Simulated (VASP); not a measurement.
**NbC (rock salt): computed properties**

Method: LDA (Ceperley-Alder, Perdew-Zunger), VASP's LDA PAW potentials (set 64) (plane waves; VASP).

```
Quantity                                                               Value
----------------------------------  ----------------------------------------
space group                                                      Fm-3m (225)
cell                                 a = b = c = 4.427 Å, α = β = γ = 90.00°
volume per atom                                                10.85 Å³/atom
band gap (over mesh and band path)  none (metal, semimetal or under 0.01 eV)
density                                                           8.03 g/cm³
```

```cif
data_C4Nb4
_chemical_formula_sum 'Nb4 C4'
_space_group_name_H-M_alt 'Fm-3m'
_space_group_IT_number 225
_space_group_name_Hall '-F 4 2 3'
_cell_length_a 4.42722
_cell_length_b 4.42722
_cell_length_c 4.42722
_cell_angle_alpha 90.000
_cell_angle_beta 90.000
_cell_angle_gamma 90.000
loop_
_atom_site_label
_atom_site_type_symbol
_atom_site_symmetry_multiplicity
_atom_site_Wyckoff_symbol
_atom_site_fract_x
_atom_site_fract_y
_atom_site_fract_z
_atom_site_occupancy
Nb1 Nb 4 a 0.00000 0.00000 0.00000 1
C1 C 4 b 0.50000 0.50000 0.50000 1
```
(The calculation used a cell of 2 atoms; values per cell refer to that cell.)

Measured: a 4.470 Å (computed value off by -1.0 %), as given by Guo-Xu Zhang et al., New Journal of Physics (2018), doi:10.1088/1367-2630/aac7f0. The calculation is for a static lattice, while the measured a holds thermal and zero-point effects, which are part of the difference.

The compound is NbC in the rock salt structure. It was relaxed first. Symmetry was kept, so distortions that lower it aren't found. The electron count is odd and the run is not spin-polarised, which forces a metal.
